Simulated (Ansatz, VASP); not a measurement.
# Cross-check of Zn (hcp) between VASP and Ansatz, part 2 of 2

One calculation is typed for both programs; each brings its own data sets. How far apart do they land? The cell is taken from a series of runs on this material, whose earlier steps may have relaxed, scaled, displaced or heated it; both programs get it as it stands.

VASP 6.6.1 and Ansatz 0.2.0.

So far. Step 2 (VASP: single point, PBE0): The run ends at a pressure of 4.87 GPa.

### 3. Ansatz: single point, PBE0

Level of this step: Ansatz beside VASP: Kohn-Sham DFT, plane waves, PBE0 (Ansatz).

Ansatz runs on its default PAW (the set named soft_2) files.

The same cell, functional, mesh and smearing now go to Ansatz.

Contents of input.yaml:

```yaml
crystal:
  lattice:
    - [2.6367820189, 0.0, 0.0]
    - [-1.3183910095, 2.2835202126, 0.0]
    - [0.0, 0.0, 4.6550065714]
  atoms:
    - { symbol: Zn, position: [0.3333333333, 0.6666666667, 0.25] }
    - { symbol: Zn, position: [0.6666666667, 0.3333333333, 0.75] }
basis:
  ecutwfc: 420
  xc_grid: 2
hamiltonian:
  xc: pbe0
kpoints:
  mp_grid: { grid: [10, 10, 5] }
scf:
  occupations: { method: fermi_dirac, width: 0.05 }
  max_iter: 150
output:
  forces: true
  stress: true
checkpoint:
  write: "../Zn.pbe0.run"
  compress: false
  write_wavefunctions: false
  write_every: 100000
```

Run with:

```sh
$ ansatz run input.yaml --threads 8 --pin off --max-ram 13189MiB --backend cpu --events-out ev --progress --plain --runs-dir out
```

Numbers of over 12 decimals in the logs are rounded to 6 here.

Output:

```text
Warning: output.stress: scf.convergence.dr2_threshold = 1e-7 eV (the SCF's general default) is looser than the 2e-10 eV advised for a printed stress (1e-10 eV for each atom of the cell: 2). What an SCF threshold leaves in a stress goes as its square root, and in the free energy as the threshold itself, and one threshold admits the most on a small cell: [figures from the program's tests cut] Set scf.convergence.dr2_threshold to 2e-10 eV or tighter. The threshold is an SCF's pass mark: one that does not reach it within its budget of iterations ends unconverged, or closes short of it on a stop that the run arms, and scf.convergence.dr2_threshold's page says what that costs each kind of run
Warning: output.stress: scf.exx.energy_threshold = 1e-6 eV is looser than the 2e-8 eV advised for a stress under a hybrid functional (1e-8 eV for each atom of the cell: 2). Every SCF of the exchange loop can meet its threshold on dr2 while the loop round them stops early: no threshold on dr2 bounds what that leaves in the stress. Set scf.exx.energy_threshold to 2e-8 eV or tighter. The threshold is the loop's pass mark: a loop that does not reach it within its budget of cycles ends unconverged, and scf.exx.energy_threshold's page has the law
Engine: ansatz 0.2.0, x86_64-unknown-linux-gnu
Pseudopotentials: kind: paw
Pseudopotential: Zn, paw, valence charge 12, recommended cutoff 420 eV (normal), Zn.paw.azcp
Functional definition: PBE0
  parameter a = 0.25
  parameter kappa = 0.804
  parameter beta = 0.066725
  exchange = (1 - a)*pbe_x(kappa = kappa, mu = beta*pi^2/3) + a*exact_x
  correlation = pbe_c(beta = beta)
Crystal: 2 atoms, lattice volume = 28.028 Å³
Basis set: ecut = 420 eV, 549 PW (Γ), exchange–correlation on 36×36×64 points (8 copies of the dense FFT grid, shifted against one another)
Bands: 16, of which v1, the nominal top of the filled ones, is band 12 counted from 1 (11 counted from 0)
Symmetry: 24 space group operations
Space group: P63/mmc (ITA 194), of the structure as read, at distance tolerance 3.0e-5 Å
k-points: 42 of 500
Non-local potential: Zn, projectors of the file, l = 0: 2, l = 1: 2, l = 2: 3, l = 3: 1
PAW form: soft (Blöchl's): semilocal exchange-correlation on the pseudo side does not see the compensation charge
PAW frozen core: Zn, regenerated for the run's functional, and the local potential with it (the file was generated under x = pbe(κ = 0.804, μ = 0.219515), c = pbe(β = 0.066725))
PAW one-centre angular grid: Zn, 590 points (default); XC on 64 Gauss nodes
Initial density: superposition of atomic densities (neutral atoms: chi_scale 0, normalization atom), corrected by the library's trained network
Initial wavefunctions: pseudopotential atomic-orbital guess
Functional: x = pbe(κ = 0.804, μ = 0.219515), c = pbe(β = 0.066725), warm-up for x = 0.75 pbe(κ = 0.804, μ = 0.219515) + 0.25 exact, c = pbe(β = 0.066725)
SCF iter   1: F=—  HF=-6638.026098 eV  |F-HF|=—  |Δ(HF+E_count)|=         —  Δρ=2.87e-3  dr2=1.01e-3  ethr=1.77e-3  ⟨swp⟩=10.1  Hψ=3252  notcnv=1
preconditioner: auto → none  [metal: Δε(μ)=0.090 eV  Ē_g=13.640 eV  σ=0.050 eV  W_gap=0.42  n_scr=2 (ndim 8)  ℏωp=34.4 eV  f_vac=0.000  D(μ)=0.44/eV (n_scr^D=2)  sad-step TF]
SCF iter   2: F=—  HF=-6638.025762 eV  |F-HF|=—  |Δ(HF+E_count)|=   3.36e-4  Δρ=1.01e-3  dr2=1.36e-4  ethr=4.23e-6  ⟨swp⟩=4.3  Hψ=2298  notcnv=0  defer=9
iter 3 solved again at ethr=4.59e-8 eV; its pass at ethr=5.69e-7 eV (dr2=1.10e-5 eV) is discarded
SCF iter   3: F=—  HF=-6638.025685 eV  |F-HF|=—  |Δ(HF+E_count)|=   7.77e-5  Δρ=3.74e-4  dr2=1.10e-5  ethr=4.59e-8  ⟨swp⟩=2.0  Hψ=2944  notcnv=0
SCF iter   4: F=—  HF=-6638.025710 eV  |F-HF|=—  |Δ(HF+E_count)|=   2.55e-5  Δρ=1.45e-5  dr2=2.67e-8  ethr=4.59e-8  ⟨swp⟩=2.0  Hψ=2485  notcnv=0
SCF iter   5: F=—  HF=-6638.025710 eV  |F-HF|=—  |Δ(HF+E_count)|=   6.75e-8  Δρ=2.50e-6  dr2=4.94e-10  ethr=1.11e-10  ⟨swp⟩=4.0  Hψ=2068  notcnv=0
SCF iter   6: F=-6638.025710 eV  HF=-6638.025710 eV  |F-HF|=8.91e-11  |Δ(HF+E_count)|=  2.56e-10  Δρ=3.38e-7  dr2=1.92e-11  ethr=2.06e-12  ⟨swp⟩=4.0  Hψ=2051  notcnv=0
SCF 1 converged in 6 iterations: F = -6638.025710 eV  dr2 = 1.92e-11
  greatest PAW one-centre occupation: 0.980 electrons in one spin orbital (limit 2), on the Zn atom at site 1 (counted from 0), in its partial waves of l = 2
Initial density: handed on by an earlier stage of this run
Initial wavefunctions: those handed on with the density
Functional: x = 0.75 pbe(κ = 0.804, μ = 0.219515) + 0.25 exact, c = pbe(β = 0.066725)
Frozen-core exchange: fock
[...]
SCF 2 converged in 7 iterations: F = -6637.965953 eV  dr2 = 5.68e-10
  greatest PAW one-centre occupation: 0.983 electrons in one spin orbital (limit 2), on the Zn atom at site 1 (counted from 0), in its partial waves of l = 2
hybrid outer 1: dexx = +1.291e-2 eV, tail = 1.06e-2 eV
Frozen-core exchange: fock
SCF iter   1: F=—  HF=-6637.980739 eV  |F-HF|=—  |Δ(HF+E_count)|=         —  Δρ=2.93e-3  dr2=1.26e-3  ethr=2.20e-4  ⟨swp⟩=2.6  Hψ=1368  notcnv=0
preconditioner: auto → none  [insulator: Δε(μ)=0.261 eV  Ē_g=17.057 eV  σ=0.050 eV  W_gap=0.51  n_scr=2 (ndim 8)  ℏωp=34.4 eV  f_vac=0.000  D(μ)=0.26/eV (n_scr^D=0)]
[...]
SCF iter   9: F=—  HF=-6637.981027 eV  |F-HF|=—  |Δ(HF+E_count)|=  3.29e-10  Δρ=4.39e-7  dr2=4.13e-11  ethr=1.00e-12  ⟨swp⟩=3.0  Hψ=1631  notcnv=0
SCF iter  10: F=—  HF=-6637.981027 eV  |F-HF|=—  |Δ(HF+E_count)|=  7.28e-12  Δρ=4.47e-7  dr2=2.82e-11  ethr=1.00e-12  ⟨swp⟩=3.0  Hψ=1594  notcnv=0
SCF iter  11: F=-6637.981027 eV  HF=-6637.981027 eV  |F-HF|=2.73e-12  |Δ(HF+E_count)|=  1.64e-11  Δρ=1.25e-7  dr2=2.25e-12  ethr=1.00e-12  ⟨swp⟩=2.0  Hψ=1180  notcnv=0
SCF 4 converged in 11 iterations: F = -6637.981027 eV  dr2 = 2.25e-12
  Residual-converged pass: ⟨swp⟩=4.2  Hψ=2206  notcnv=0  max |occ|·‖R‖ = 1.0e-8 eV (tolerance 1.0e-8 eV)  dr2=6.47e-13  dr2_onsite=5.87e-13  max |Δocc| = 1.6e-14
hybrid outer 3: dexx = +1.417e-6 eV, tail = 1.15e-6 eV, Δε = 7.53e-2 eV (about 7.17e-4 eV left of the loop's levels)
Frozen-core exchange: fock
SCF iter   1: F=—  HF=-6637.981027 eV  |F-HF|=—  |Δ(HF+E_count)|=         —  Δρ=7.66e-7  dr2=9.49e-11  ethr=5.56e-10  ⟨swp⟩=4.3  Hψ=1457  notcnv=0
preconditioner: auto → none  [insulator: Δε(μ)=0.259 eV  Ē_g=17.025 eV  σ=0.050 eV  W_gap=0.57  n_scr=2 (ndim 8)  ℏωp=34.4 eV  f_vac=0.000  D(μ)=0.24/eV (n_scr^D=0)]
SCF iter   2: F=-6637.981027 eV  HF=-6637.981027 eV  |F-HF|=1.73e-11  |Δ(HF+E_count)|=  1.36e-11  Δρ=1.59e-7  dr2=6.41e-12  ethr=1.00e-12  ⟨swp⟩=3.1  Hψ=1681  notcnv=0
SCF 5 converged in 2 iterations: F = -6637.981027 eV  dr2 = 6.41e-12
  Residual-converged pass: ⟨swp⟩=2.0  Hψ=818  notcnv=0  max |occ|·‖R‖ = 2.4e-6 eV (tolerance 2.4e-6 eV)  dr2=6.34e-12  dr2_onsite=1.95e-11  max |Δocc| = 9.5e-15
hybrid outer 4: dexx = +3.295e-11 eV, tail = 5.26e-11 eV, Δε = 8.22e-5 eV (about 3.65e-5 eV left of the loop's levels), ΔF = 7.40e-17 eV/Å (tail 5.89e-5)
The result ahead of the solve for the band table, with the exchange loop's own table, told since no file at a place of the run's own has it by now; the run can take it back:
hybrid SCF converged: 4 outer / 26 inner (+6 warm-up), last move |dexx| = 3.29e-11 eV, tail = 5.26e-11 eV
Stability not checked: this state was not tested for a lower state beside it, because the functional holds exact exchange (a hybrid, or Hartree-Fock), whose exchange loop this test does not read (fock_operator; see scf.lower_state_search)
Free energy (F): -6637.981027 eV
Frozen-core exchange: fock
Harris-Foulkes:  -6637.981027 eV  (|F-HF|=1.73e-11)
Internal energy: -6637.979323 eV  (E = F + TS)
E sigma→0 (E₀):  -6637.980175 eV
Entropy (-TS):   -0.001703 eV (-0.852 meV/atom)
Fermi energy:    12.531924 eV
--- Per-component energies (eV) ---
  E_band       = 63.920162
  E_kinetic    = 262.725394
  E_local      = -2977.165217  (includes V_loc(G=0)·N_el)
  E_nonlocal   = 1229.263381
  E_hartree    = 1259.829951
  E_xc         = -211.671672
  E_vxc        = -81.822578  (∫ρ·V_xc dr)
  E_exx        = -92.930312  (= α·E_x^exact, valence–valence)
  E_paw        = -3627.447990  (= ΣΔE_a)
  E_vpaw       = -702.879378  (= ΣTr[D̂ρ^β])
  E_aug_tail   = -0.000777  (compensation charges beyond the density's cutoff)
  E_ewald      = -2481.742734
  E_core_change = 1.160653  (= ΣΔE_core)
  E_smearing   = -0.001703  (= −TS)
  E_closure    = 0.000000  (closes the sum)
  Σ components = -6637.981027   (vs F -6637.981027, Δ=0.00e0)
--- Forces (eV/Å), atoms counted from 1 ---
  atom   1  Zn    -0.00000000     0.00000000     0.00000000
  atom   2  Zn     0.00000000    -0.00000000     0.00000000
  max |Σ_I F_I| component: 5.55e-17 eV/Å
--- Stress (GPa, compression-positive) ---
        5.226537      -0.000000      -0.000000
       -0.000000       5.226537       0.000000
       -0.000000       0.000000       5.998445
  P = ⅓ Tr σ = 5.4838 GPa (54.838 kbar)
--- Band table (eV; the first three rows and the last of 42) ---
  k-point 0: bands = [... 8 lower, 2.0448, 2.3663, 2.3663, 7.6586, 9.2536, 29.9340]
  k-point 1: bands = [... 8 lower, 2.0931, 2.3484, 2.3484, 5.1728, 12.7904, 26.1912]
  k-point 2: bands = [... 8 lower, 2.1946, 2.2897, 2.2897, 2.8833, 16.9985, 21.4614]
  k-point 41: bands = [... 8 lower, 2.3547, 2.4172, 10.6545, 12.0408, 14.7371, 15.1051]
hybrid SCF converged: 4 outer / 26 inner (+6 warm-up), last move |dexx| = 3.29e-11 eV, tail = 5.26e-11 eV
Stability not checked: this state was not tested for a lower state beside it, because the functional holds exact exchange (a hybrid, or Hartree-Fock), whose exchange loop this test does not read (fock_operator; see scf.lower_state_search)
Free energy (F): -6637.981027 eV
Frozen-core exchange: fock
Harris-Foulkes:  -6637.981027 eV  (|F-HF|=1.73e-11)
Internal energy: -6637.979323 eV  (E = F + TS)
E sigma→0 (E₀):  -6637.980175 eV
Entropy (-TS):   -0.001703 eV (-0.852 meV/atom)
Fermi energy:    12.531924 eV
--- Per-component energies (eV) ---
  E_band       = 63.920162
  E_kinetic    = 262.725394
  E_local      = -2977.165217  (includes V_loc(G=0)·N_el)
  E_nonlocal   = 1229.263381
  E_hartree    = 1259.829951
  E_xc         = -211.671672
  E_vxc        = -81.822578  (∫ρ·V_xc dr)
  E_exx        = -92.930312  (= α·E_x^exact, valence–valence)
  E_paw        = -3627.447990  (= ΣΔE_a)
  E_vpaw       = -702.879378  (= ΣTr[D̂ρ^β])
  E_aug_tail   = -0.000777  (compensation charges beyond the density's cutoff)
  E_ewald      = -2481.742734
  E_core_change = 1.160653  (= ΣΔE_core)
  E_smearing   = -0.001703  (= −TS)
  E_closure    = 0.000000  (closes the sum)
  Σ components = -6637.981027   (vs F -6637.981027, Δ=0.00e0)
--- Forces (eV/Å), atoms counted from 1 ---
  atom   1  Zn    -0.00000000     0.00000000     0.00000000
  atom   2  Zn     0.00000000    -0.00000000     0.00000000
  max |Σ_I F_I| component: 5.55e-17 eV/Å
--- Stress (GPa, compression-positive) ---
        5.226537      -0.000000      -0.000000
       -0.000000       5.226537       0.000000
       -0.000000       0.000000       5.998445
  P = ⅓ Tr σ = 5.4838 GPa (54.838 kbar)
--- Band table (eV; the first three rows and the last of 42) ---
  k-point 0: bands = [... 8 lower, 2.0448, 2.3663, 2.3663, 7.6586, 9.2536, 29.9340]
  k-point 1: bands = [... 8 lower, 2.0931, 2.3484, 2.3484, 5.1728, 12.7904, 26.1912]
  k-point 2: bands = [... 8 lower, 2.1946, 2.2897, 2.2897, 2.8833, 16.9985, 21.4614]
  k-point 41: bands = [... 8 lower, 2.3547, 2.4172, 10.6545, 12.0408, 14.7371, 15.1051]
  guard bands above this table: 2 of the run's 16 bands. The solve was not asked for them (output.publish_guard_bands: true or output.eigenvalues: true publishes all)
```

The column dr2 measures how far the density is from self-consistency, as an energy; F and HF (Harris–Foulkes) agree once it is small.

The run ends at a pressure of 5.48 GPa.

### 4. Comparison

Known differences besides the potentials themselves: exact exchange at q = 0 is treated differently, which shows on coarse meshes; VASP keeps PBE cores, Ansatz makes them for the functional; the cutoff is 420 eV in Ansatz and 400 eV in VASP; VASP takes a coarser grid for exact exchange (PRECFOCK = Fast). Total energies have different zeros and are not compared.

The two programs side by side:

| quantity | Ansatz | VASP | difference |
| --- | --- | --- | --- |
| pressure (GPa) | 5.48 | 4.87 | +0.61 |

### 5. Results

- difference in pressure (single point, PBE0): 0.61 GPa

The difference in pressure is 0.61 GPa (single point, PBE0), within the 1 GPa picked in this series as the mark of a large difference. How closely two codes agree says nothing of how well the functional describes the real material.

[Lines on the potential files, build, host, timing and source positions are cut from VASP's logs without a mark.]

[Logs are printed without paths, hosts, clocks, repeated set-up lines and the standing remarks that a program may print on its own settings, such as how far it seeks lower states.]

[Hosts, paths, dates, database ids (printed as entryN), source tags and the programs' standing remarks are cut or masked in the printed files.]
